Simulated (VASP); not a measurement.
Given:

```
HfS
1.0
    3.14959     0.00000     0.00000
    0.00000     3.14959     0.00000
    0.00000     0.00000     3.14959
Hf S
1 1
Direct
  0.00000   0.00000   0.00000
  0.50000   0.50000   0.50000
```

Level of theory: PBEsol GGA, VASP's PBE PAW potentials (set 64) (plane waves; VASP). Run with 400 eV cut-off, Gaussian smearing of 0.050 eV, potentials Hf_pv S.

Question: Give the energies of bands 5 to 11 at the high-symmetry points, in eV from the Fermi level.

Answer: 
```json
[
 {"band": "5", "Γ": "-3.01", "X": "-9.27", "M": "-6.43", "R": "-7.83"},
 {"band": "6", "Γ": "-3.01", "X": "-3.99", "M": "-6.43", "R": "-7.83"},
 {"band": "7", "Γ": "-2.90", "X": "-3.99", "M": "-3.10", "R": "-7.83"},
 {"band": "8", "Γ": "-2.90", "X": "-1.50", "M": "-1.91", "R": "3.06"},
 {"band": "9", "Γ": "-2.90", "X": "4.09", "M": "0.57", "R": "3.06"},
 {"band": "10", "Γ": "1.76", "X": "4.25", "M": "0.57", "R": "3.06"},
 {"band": "11", "Γ": "3.24", "X": "4.42", "M": "1.41", "R": "6.22"}
]
```

It has no gap at this level: it comes out as a metal or semimetal.

The structure was generated: HfS was put into the CsCl type type (Pm-3m), which need not be its known phase. It was relaxed first, which changed the volume by -35 %.
